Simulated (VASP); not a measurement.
OSZICAR of a VASP run on TiCo (CsCl type):

OSZICAR:
```
       N       E                     dE             d eps       ncg     rms          rms(c)
DAV:   1     0.152390733051E+03    0.15239E+03   -0.10365E+04  2352   0.186E+03
DAV:   2    -0.855825518139E+01   -0.16095E+03   -0.15845E+03  2382   0.411E+02
DAV:   3    -0.175947595133E+02   -0.90365E+01   -0.89637E+01  3700   0.108E+02
DAV:   4    -0.178423216136E+02   -0.24756E+00   -0.24623E+00  2746   0.149E+01
DAV:   5    -0.178532113119E+02   -0.10890E-01   -0.10889E-01  3586   0.283E+00    0.137E+01
DAV:   6    -0.161499862498E+02    0.17032E+01   -0.13536E+01  2786   0.565E+01    0.715E+00
DAV:   7    -0.180771343521E+02   -0.19271E+01   -0.26744E+01  3810   0.509E+01    0.213E+01
DAV:   8    -0.156088057394E+02    0.24683E+01   -0.14641E+01  3508   0.381E+01    0.170E+00
DAV:   9    -0.156399476270E+02   -0.31142E-01   -0.27916E-01  3240   0.534E+00    0.189E+00
DAV:  10    -0.156243920500E+02    0.15556E-01   -0.87695E-02  3484   0.376E+00    0.448E-01
DAV:  11    -0.156230997932E+02    0.12923E-02   -0.69117E-03  2956   0.101E+00    0.260E-01
DAV:  12    -0.156226777779E+02    0.42202E-03   -0.17350E-03  3694   0.378E-01    0.711E-02
DAV:  13    -0.156226199895E+02    0.57788E-04   -0.15878E-04  2788   0.126E-01    0.361E-02
DAV:  14    -0.156226122765E+02    0.77131E-05   -0.50642E-05  3422   0.652E-02    0.519E-03
DAV:  15    -0.156226123458E+02   -0.69313E-07   -0.18383E-06  1764   0.173E-02
   1 F= -.14827475E+02 E0= -.14826986E+02  d E =-.148275E+02
```

Task: Which electronic solver shows in the log?

Result: It is blocked Davidson (ALGO = Normal, or the opening steps of other solvers). The INCAR had ALGO = Normal.

Task: How was spin treated?

Result: Without spin polarisation: there is no mag entry.

Task: Can the final energy be trusted as converged?

Result: The calculation finished and met its thresholds. It stopped with EDIFF = 1E-6, NELM = 100, NSW = 40 and EDIFFG = -0.02 after 1 ionic step (PBE GGA, plane waves, VASP's PBE PAW potentials (set 64)).

The compound is TiCo in the CsCl type structure. It was relaxed first under an external pressure of 5 GPa. The run is not spin-polarised, so no magnetic state was tried. The electron count is odd and the run is not spin-polarised, which forces a metal.
